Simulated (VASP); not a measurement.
VASP runs on ZrW (atoms displaced from the space group 123 structure) share one base input (PBE GGA, plane waves, VASP's PBE PAW potentials (set 64)) and change the settings named in each case.

**KPOINTS**
```
Automatic mesh
0
Gamma
6 6 5
0 0 0
```

INCAR:
```
EDIFF = 1E-6   ! SCF stop (eV)
NELM = 100   ! most electronic steps
LMAXMIX = 6
LREAL = .FALSE.
ISMEAR = 0
LASPH = .TRUE.   ! aspherical one-centre terms
GGA = PE
ISIF = 2
PREC = Accurate
ALGO = Normal   ! blocked Davidson
LCHARG = .FALSE.
SYSTEM = ZrW
SIGMA = 0.1   ! width (eV)
ENCUT = 300   ! plane-wave cut-off (eV)
LWAVE = .FALSE.
```

**POSCAR**
```
ZrW
1
    3.0392760000     0.0000000000     0.0000000000
    0.0000000000     3.0392760000     0.0000000000
    0.0000000000     0.0000000000     3.9836220000
Zr W
1 1
Direct
  0.4931700000   0.4759710000   0.4908790000
  0.0068300000   0.0240290000   0.0091210000
```

POTCAR, in this order: Zr_sv W_sv (PBE.64 set). Program: vasp_std.

```
change                                                                                                              E(σ→0) (eV/atom)  pressure (GPa)  largest force (eV/Å)  −TS (eV)
------------------------------------------------------------------------------------------------------------------  ----------------  --------------  --------------------  --------
base run                                                                                                                    -10.2265            8.86                 1.214   -0.0125
GGA = PS                                                                                                                    -10.9471             [?]                 1.156       [?]
GGA_COMPAT = .FALSE., LNONCOLLINEAR = .TRUE., LSORBIT = .TRUE., MAGMOM = 0.0 0.0 0.0 0.0 0.0 0.0, program vasp_ncl          -10.6872             [?]                   [?]       [?]
KPOINTS 3×3×3 Γ-centred mesh                                                                                                -10.1373           10.81                 1.156   -0.0126
```

Problem. Some entries are withheld; supply them.

Solution. 
- GGA_COMPAT = .FALSE., LNONCOLLINEAR = .TRUE., LSORBIT = .TRUE., MAGMOM = 0.0 0.0 0.0 0.0 0.0 0.0, program vasp_ncl, pressure (GPa): 8.98
- GGA_COMPAT = .FALSE., LNONCOLLINEAR = .TRUE., LSORBIT = .TRUE., MAGMOM = 0.0 0.0 0.0 0.0 0.0 0.0, program vasp_ncl, largest force (eV/Å): 1.160
- GGA_COMPAT = .FALSE., LNONCOLLINEAR = .TRUE., LSORBIT = .TRUE., MAGMOM = 0.0 0.0 0.0 0.0 0.0 0.0, program vasp_ncl, −TS (eV): -0.0164
- GGA = PS, pressure (GPa): 2.72
- GGA = PS, −TS (eV): -0.0128

Energies of different potentials or functionals have different zeros.  Unless said otherwise, spin-orbit coupling is left out, though it shifts the bands of the heavy elements here. At 300 eV the pressure can carry a Pulay error.

Left out are runs that ran out of time, are held back, or changed the cell or the kind of run, fixed moments of cells without a moment, rows past the twelfth, gaps on odd meshes, pressures of charged cells and columns that move by less than the noise.

The structure was generated: ZrW was put into an ordered model structure, which need not be its known phase. The cell was not relaxed at this level, its atoms were moved at random.
